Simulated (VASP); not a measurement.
Something may be wrong with this VASP 6.6.1 calculation of LaMg6Si.

Contents of run.py:

```python
from ase.calculators.vasp import Vasp
from ase.dft.dos import DOS
from ase.io import read

atoms = read('LaMg6Si.xyz')
calc = Vasp(
    directory='calc',
    xc='blyp',
    pp='PBE',
    setups='recommended',
    prec='Accurate',
    encut=520,
    ediff=1e-06,
    ismear=-1,
    sigma=0.02,
    lreal=False,
    lasph=True,
    nelm=94,
    algo='Fast',
    isif=2,
    lwave=False,
    lcharg=False,
    lmaxmix=6,
    lorbit=10,
    imix=1,
    amix=1.5,
    bmix=0.0001,
    kpts=[6, 5, 5],
    gamma=True,
)
atoms.calc = calc

print('energy (eV):', atoms.get_potential_energy())
print('free energy (eV):', atoms.get_potential_energy(force_consistent=True))
print('forces (eV/A):')
print(atoms.get_forces())
print('stress (eV/A^3, Voigt):', atoms.get_stress())
print('Fermi level (eV):', calc.get_fermi_level())
dos = DOS(calc, width=0.2, window=(-10, 10), npts=301)
print('E - E_F (eV), DOS (1/eV)')
for e, g in zip(dos.get_energies(), dos.get_dos()):
    print(f'{e:8.3f} {g:10.4f}')
```

Contents of LaMg6Si.xyz:

```xyz
8
Lattice="4.9002060000 0.0000000000 0.0000000000 0.0000000000 2.9561180000 6.7304940000 0.0000000000 -2.9561180000 6.7304940000" Properties=species:S:1:pos:R:3 pbc="T T T"
La     2.4501030000      0.0000000000      2.6574951729
Si     2.4501030000      0.0000000000      8.4650499917
Mg     0.0000000000      0.0000000000     10.5679793810
Mg     0.0000000000      0.0000000000      4.8716796281
Mg     0.0000000000     -1.4684397920      7.7099693308
Mg     0.0000000000      1.4684397920      7.7099693308
Mg     2.4501030000     -1.5001973677      5.9308776603
Mg     2.4501030000      1.5001973677      5.9308776603
```

Potentials or basis: VASP PAW PBE potentials, release 64 (La, Si, Mg).

Command:

```sh
$ python run.py
```

Output:

```text

```

OUTCAR:

```text
AMIX = 1.500000
   ENCUT = 520.000000
[... 222 lines left out ...]
  free energy    TOTEN  =     -1924.57453921 eV

  energy without entropy =    -1924.57196638  energy(sigma->0) =    -1924.57325279
```

Problem. How did it end, and where is the flaw?

Solution. The calculation hadn't finished when its time ran out. The input holds a flaw that was put in on purpose: mixing far too strong (IMIX = 1; AMIX = 1.5; BMIX = 0.0001).
